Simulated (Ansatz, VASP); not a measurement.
# Cross-check of WC (Qusongite) between VASP and Ansatz, part 2 of 2

Wanted: the spread between two codes on one cell, functional and k mesh. The cell is taken from a series of runs on this material, whose earlier steps may have relaxed, scaled, displaced or heated it; both programs get it as it stands.

VASP 6.6.1 and Ansatz 0.2.0.

So far: The structure; VASP: zone-centre phonons, LDA.

## Step 3: Ansatz: zone-centre phonons, LDA

Level of this step: Ansatz beside VASP: Kohn-Sham DFT, plane waves, LDA (Ansatz).

Ansatz runs on its PAW soft_1 files.

The same cell, functional (in two slightly different forms), mesh and smearing now go to Ansatz, which takes its cutoff from its data sets.

input.yaml reads:

```yaml
crystal:
  lattice:
    - [2.8733240231, 0.0, 0.0]
    - [-1.4366620116, 2.4883715973, 0.0]
    - [0.0, 0.0, 2.8690897086]
  atoms:
    - { symbol: C, position: [0.6666666673, 0.3333333327, 0.5] }
    - { symbol: W, position: [-7.0e-10, 7.0e-10, 0.0] }
kpoints:
  mp_grid: { grid: [18, 18, 16] }
hamiltonian:
  xc: lda
  pseudopotentials: { kind: paw, azcp: { folder: soft_1 }, xc_functional: pbe }
scf:
  occupations: { method: methfessel_paxton, width: 0.2 }
output:
  eigenvalues: true
phonons:
  method: dfpt
```

The run is started by

```
ansatz run input.yaml --threads 4 --pin off --max-ram 10240MiB --backend cpu --events-out ev --progress --plain --runs-dir out
```

Numbers of over 12 decimals in the logs are rounded to 6 here.

Log:

```text
zone centre: on kpoints.mp_grid the ground state, and the responses unless they are solved on pairs of k-points, stand on 819 of the mesh's 5184 k-points, reduced under 4 symmetry operations, with k and −k counted as one. Each operation leaves every solved displacement unchanged or reverses it
Engine: ansatz 0.2.0, aarch64-unknown-linux-gnu
Pseudopotentials: kind: paw
Pseudopotential: C, paw, valence charge 4, recommended cutoff 420 eV (normal), soft_1/C.paw.azcp
Pseudopotential: W, paw, valence charge 14, recommended cutoff 420 eV (normal), soft_1/W.paw.azcp
Functional definition: SPW92
  exchange = slater_x
  correlation = pw_c
Crystal: 2 atoms, lattice volume = 20.514 Å³
Basis set: ecut = 420 eV, 405 PW (Γ), exchange–correlation on 40×40×40 points (8 copies of the dense FFT grid, shifted against one another)
Bands: 13, of which v1, the nominal top of the filled ones, is band 9 counted from 1 (8 counted from 0)
Symmetry: 12 space group operations
k-points: 819 of 5184 (irreducible under 4 space group operations, time reversal used)
Non-local potential: C, projectors of the file, l = 0: 2, l = 1: 2, l = 2: 1
Non-local potential: W, projectors of the file, l = 0: 3, l = 1: 2, l = 2: 2, l = 3: 1
PAW form: soft (Blöchl's): semilocal exchange-correlation on the pseudo side does not see the compensation charge
PAW frozen core: C, regenerated for the run's functional, and the local potential with it (the file was generated under x = pbe(κ = 0.804, μ = 0.219515), c = pbe(β = 0.066725))
PAW frozen core: W, regenerated for the run's functional, and the local potential with it (the file was generated under x = pbe(κ = 0.804, μ = 0.219515), c = pbe(β = 0.066725))
PAW one-centre angular grid: C, 110 points (default); XC on 64 Gauss nodes
PAW one-centre angular grid: W, 590 points (default); XC on 64 Gauss nodes
Initial density: superposition of atomic densities (chi_scale 0.1, normalization cell, long waves kept (reshape's long-wave potential 0.00 eV rms))
Initial wavefunctions: pseudopotential atomic-orbital guess
Functional: x = slater, c = lda
SCF iter   1: F=—  HF=-10375.372004 eV  |F-HF|=—  |Δ(HF+E_count)|=         —  Δρ=1.32e-1  dr2=4.80e0  ethr=3.10e-3  ⟨swp⟩=5.0  Hψ=53533  notcnv=0
preconditioner: auto → none  [metal: Δε(μ)=0.030 eV  Ē_g=10.781 eV  σ=0.200 eV  W_gap=0.13  n_scr=8 (ndim 8)  ℏωp=25.9 eV  f_vac=0.000  D(μ)=0.16/eV (n_scr^D=0)  sad-step TF]
SCF iter   2: F=—  HF=-10374.774456 eV  |F-HF|=—  |Δ(HF+E_count)|=   5.98e-1  S|Δr|=    0.00e0  Δρ=9.27e-2  dr2=2.43e0  ethr=3.10e-3  ⟨swp⟩=2.0  Hψ=20305  notcnv=0
SCF iter   3: F=—  HF=-10374.157062 eV  |F-HF|=—  |Δ(HF+E_count)|=   6.17e-1  S|Δr|=    0.00e0  Δρ=7.02e-3  dr2=8.68e-3  ethr=3.10e-3  ⟨swp⟩=2.2  Hψ=18261  notcnv=0
SCF iter   4: F=—  HF=-10374.156880 eV  |F-HF|=—  |Δ(HF+E_count)|=   1.82e-4  S|Δr|=    0.00e0  Δρ=1.13e-3  dr2=1.15e-4  ethr=4.82e-5  ⟨swp⟩=1.2  Hψ=17986  notcnv=0
SCF iter   5: F=—  HF=-10374.156944 eV  |F-HF|=—  |Δ(HF+E_count)|=   6.37e-5  S|Δr|=    0.00e0  Δρ=1.60e-4  dr2=3.26e-6  ethr=6.37e-7  ⟨swp⟩=2.5  Hψ=16357  notcnv=0
SCF iter   6: F=—  HF=-10374.156943 eV  |F-HF|=—  |Δ(HF+E_count)|=   1.05e-6  S|Δr|=    0.00e0  Δρ=2.76e-5  dr2=1.03e-7  ethr=1.81e-8  ⟨swp⟩=2.5  Hψ=17466  notcnv=0
SCF iter   7: F=—  HF=-10374.156943 eV  |F-HF|=—  |Δ(HF+E_count)|=   7.88e-8  S|Δr|=    0.00e0  Δρ=5.16e-6  dr2=2.05e-9  ethr=5.74e-10  ⟨swp⟩=2.2  Hψ=15510  notcnv=0
SCF iter   8: F=—  HF=-10374.156943 eV  |F-HF|=—  |Δ(HF+E_count)|=  1.76e-10  S|Δr|=    0.00e0  Δρ=4.52e-7  dr2=1.17e-11  ethr=1.14e-11  ⟨swp⟩=2.7  Hψ=16051  notcnv=0
SCF iter   9: F=-10374.156943 eV  HF=-10374.156943 eV  |F-HF|=7.28e-12  |Δ(HF+E_count)|=  1.27e-11  S|Δr|=    0.00e0  Δρ=4.86e-8  dr2=1.69e-13  ethr=1.00e-12  ⟨swp⟩=5.0  Hψ=39821  notcnv=0
SCF 1 converged in 9 iterations: F = -10374.156943 eV  dr2 = 1.69e-13
  greatest PAW one-centre occupation: 0.999 electrons in one spin orbital (limit 2), on the W atom at site 1 (counted from 0), in its partial waves of l = 0
DFPT response loops at Γ: preconditioner auto → Kerker (q_TF=auto, 2.669 Å⁻¹) (partly filled bands, converged f_vac=0.000); β = 1.00, the filter's whole step (`scf.mixing.beta` (0.50) is not read by the response loops under this deck's `scf.mixing.preconditioner`; to damp them name `kerker` or `kerker_dos`, under which they read `scf.mixing.beta`, and type it under 1.00, their step now; both keys bind the ground state too); Broyden in place of MSR1
SCF converged after 9 iterations
Stability not checked: this state was not tested for a lower state beside it, because cold or Methfessel-Paxton smearing, or corrected tetrahedra, fill the levels in a way that the test cannot read (fill_not_monotonic; see scf.lower_state_search)
Free energy (F): -10374.156943 eV
Harris-Foulkes:  -10374.156943 eV  (|F-HF|=7.28e-12)
Internal energy: -10374.157469 eV  (E = F + TS)
E sigma→0 (E₀):  -10374.157074 eV
Entropy (-TS):   0.000527 eV (0.263 meV/atom)
Fermi energy:    20.363623 eV
Step filling:    the computed levels leave a gap of 0.0359 eV = 0.2 smearing widths at the electron count; against every level under it full and every level over it empty, smearing changes F+E_penalty+E_count by +0.435 meV and its σ→0 estimate by +0.303 meV
--- Per-component energies (eV) ---
  E_band       = -61.638068
  E_kinetic    = 510.544546
  E_local      = -599.647995  (includes V_loc(G=0)·N_el)
  E_nonlocal   = 3.921787
  E_hartree    = 245.076246
  E_xc         = -314.040508
  E_vxc        = -291.158364  (∫ρ·V_xc dr)
  E_paw        = -8416.625326  (= ΣΔE_a)
  E_vpaw       = -175.450689  (= ΣTr[D̂ρ^β])
  E_aug_tail   = 0.000164  (compensation charges beyond the density's cutoff)
  E_ewald      = -1803.732464
  E_core_change = 0.346082  (= ΣΔE_core)
  E_smearing   = 0.000527  (= −TS)
  E_closure    = 0.000000  (closes the sum)
  Σ components = -10374.156943   (vs F -10374.156943, Δ=0.00e0)
--- Band table (eV; the first three rows and the last of 819) ---
  k-point 0: bands = [... 5 lower, 15.9572, 17.1501, 17.1501, 20.2676, 23.5724, 23.5724, 25.9325, 25.9325]
  k-point 1: bands = [... 5 lower, 15.9021, 17.1925, 17.1925, 20.2653, 23.2429, 23.2429, 26.1343, 26.1343]
  k-point 2: bands = [... 5 lower, 15.6970, 17.3166, 17.3166, 20.3311, 22.5405, 22.5405, 26.4328, 26.4328]
  k-point 818: bands = [... 5 lower, 14.0361, 14.6466, 18.3833, 19.0508, 25.2755, 25.9468, 26.6125, 29.9048]
--- Phonons (Γ-DFPT): 4 representative perturbations + reference, on 819 of 5184 k-points (Σ response iterations 12) ---
  k mesh reduced under 4 symmetry operations, with k and −k counted as one. Each operation leaves every solved displacement unchanged or reverses it
  ASR residual: 4.156e-5 → 0.000e0 eV/Å²; symmetrization residual: 1.220e-6 eV/Å²
  ASR residual per site (eV/Å²): 6.17e-6 4.16e-5
  Γ frequencies (cm⁻¹): 0.00 0.00 0.00 560.48 608.02 608.02
  non-analytic LO–TO correction: not included (Born effective charges unavailable; polar crystals: no LO–TO splitting at Γ)
```

The column dr2 measures how far the density is from self-consistency, as an energy; F and HF (Harris–Foulkes) agree once it is small.

## Step 4: Differences

Known differences besides the potentials themselves: the two LDA forms differ slightly; the data sets hold 18 valence electrons in Ansatz (on its PAW soft_1 files) and 10 in VASP; the cutoff is 420 eV in Ansatz and 600 eV in VASP; VASP's log shows a relativistic correction to its local exchange, Ansatz's none. Total energies have different zeros and are not compared.

Both answers:

| quantity | Ansatz | VASP | difference |
| --- | --- | --- | --- |
| optical mode 1 (cm⁻¹) | 560.5 | 567.2 | -1.18 % |
| optical mode 2 to 3 (cm⁻¹) | 608.0 | 614.1 | -1.00 % |

Modes are paired by rising frequency, not by their patterns, so a pair may set unlike modes beside each other; they are those without the splitting of longitudinal modes.

## Step 5: Outcome

| Quantity | Value |
| --- | --- |
| r.m.s. difference of the optical zone-centre modes, each program's sorted by frequency (zone-centre phonons, LDA) | 6.3 cm⁻¹ |
| difference in optical mode 1 (zone-centre phonons, LDA) | -1.2 % |

What this shows: The r.m.s. difference of the optical zone-centre modes, each program's sorted by frequency is 6.3 cm⁻¹ (zone-centre phonons, LDA). The data sets hold unlike numbers of valence electrons (18 in Ansatz and 10 in VASP), so part of the differences comes from the potentials. Among the rows given in per cent, the largest difference of the zone-centre phonons, LDA pair is in optical mode 1, -1.2 %. How closely two codes agree says nothing of how well the functional describes the real material.

[Lines on the potential files, build, host, timing and source positions are cut from VASP's logs without a mark.]

[Logs are printed without paths, hosts, clocks, repeated set-up lines and the standing remarks that a program may print on its own settings, such as how far it seeks lower states.]

[Hosts, paths, dates, database ids (printed as entryN), source tags and the programs' standing remarks are cut or masked in the printed files.]
